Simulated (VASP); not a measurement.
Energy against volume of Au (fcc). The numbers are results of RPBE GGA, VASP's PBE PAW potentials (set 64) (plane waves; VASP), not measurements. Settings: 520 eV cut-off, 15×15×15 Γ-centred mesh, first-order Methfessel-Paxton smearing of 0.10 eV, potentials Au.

| V (Å³/atom) | E (eV/atom) |
|---|---|
| 17.324 | -2.60310 |
| 17.877 | -2.62683 |
| 18.430 | -2.63473 |
| 18.983 | -2.62972 |

**Question.** Fit these four points and predict the energy of the run at 19.536 Å³/atom.

**Answer.** A cubic in V^(−2/3), the third-order Birch-Murnaghan form, passes through the four points with V0 = 18.47 Å³/atom and B0 = 123 GPa, and gives -2.6142 eV/atom there. The run gave -2.6147 eV/atom, -0.5 meV/atom from the fit; all five points give B0 = 121 GPa.

The compound is Au in the fcc structure. It was relaxed first, which changed the volume by +9 %.
